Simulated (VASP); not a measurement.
## GeSe$_{2}$ (space group I-42d): computed properties

These are PBEsol GGA, VASP's PBE PAW potentials (set 64) (plane waves; VASP 6.6.1) values and carry that method's errors.

```
Quantity                                                                                   Result
-----------------------------------------------  ------------------------------------------------
space group                                                                           I-42d (122)
cell                                             a = b = 5.746 Å, c = 9.653 Å, α = β = γ = 90.00°
volume per atom                                                                    26.56 Å^3/atom
band gap (over mesh and band path)                                                        1.28 eV
smallest direct gap (over mesh and band path)                                             1.59 eV
band-edge character without spin-orbit coupling                                  indirect, Γ to M
band gap with spin-orbit coupling                                                         1.23 eV
density                                                                                4.81 g/cm³
```

Space group I-42d (No. 122); a = b = 5.746 Å, c = 9.653 Å, α = β = γ = 90.00°

| atom | site | symmetry | x | y | z |
|---|---|---|---|---|---|
| Ge | 4a | -4.. | 0.0000 | 0.0000 | 0.0000 |
| Se | 8d | .2. | 0.2500 | 0.2462 | 0.3750 |
(The calculation used a cell of 6 atoms; values per cell refer to that cell.)

The structure comes from a computed database's GeSe2 entry (I-42d); how it stands against other phases isn't given here. It was relaxed first, which changed the volume by -6 %. Symmetry was kept, so distortions that lower it aren't found.
